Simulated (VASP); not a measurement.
MgO: relaxation of cell and atoms with PBEsol

Crystal: MgO.

```
CELL_PARAMETERS angstrom
0.00000 2.10486 2.10486
2.10486 0.00000 2.10486
2.10486 2.10486 0.00000
ATOMIC_POSITIONS crystal
Mg 0.00000 0.00000 0.00000
O 0.50000 0.50000 0.50000
```

```yaml
Program: VASP 6.6.1
Task: relaxation of cell and atoms
Functional: PBEsol
Potentials_or_basis: VASP PAW PBE potentials, release 64 (Mg, O)
Cutoff: 520 eV
k_mesh: 12 × 12 × 12
Occupations: gaussian, width 0.02 eV
Spin: no spin polarisation
Further_INCAR_settings: ALGO = Normal; EDIFF = 1e-07; IBRION = 2; EDIFFG = -0.002; NSW = 80; ISIF = 3
```

| Item | Value |
| --- | --- |
| Pressure after relaxing | 0.0 GPa |
| Band gap on the k mesh | 4.65 eV, direct |

Final structure:
```cif
data_structure
_symmetry_space_group_name_H-M 'P 1'
_symmetry_Int_Tables_number 1
_cell_length_a 2.9767
_cell_length_b 2.9767
_cell_length_c 2.9767
_cell_angle_alpha 60.000
_cell_angle_beta 60.000
_cell_angle_gamma 60.000
_cell_volume 18.65
loop_
_atom_site_label
_atom_site_type_symbol
_atom_site_fract_x
_atom_site_fract_y
_atom_site_fract_z
_atom_site_occupancy
Mg1 Mg 0.00000 0.00000 0.00000 1
O1 O 0.50000 0.50000 0.50000 1
```

Levels at points of the mesh, in eV from the valence-band top:
```tsv
k point	band 2	band 3	band 4	band 5	band 6	band 7
(0.00, 0.00, 0.00)	0.00	0.00	0.00	4.65	15.64	15.64
(0.50, 0.00, 0.00)	-4.69	-0.67	-0.67	7.76	12.52	16.19
(0.50, 0.50, 0.00)	-4.15	-1.37	-1.37	8.92	9.89	12.99
```

It took 10 s on 4 MPI ranks on AMD EPYC 7R13 Processor (Zen 3) (shared host), peak memory 0.12 GiB a rank.

Caveat: the relaxation stopped at its first step, so nothing moved; the PAW data sets were made with another functional, which shifts forces and pressure a little. A k mesh can miss the band edges.
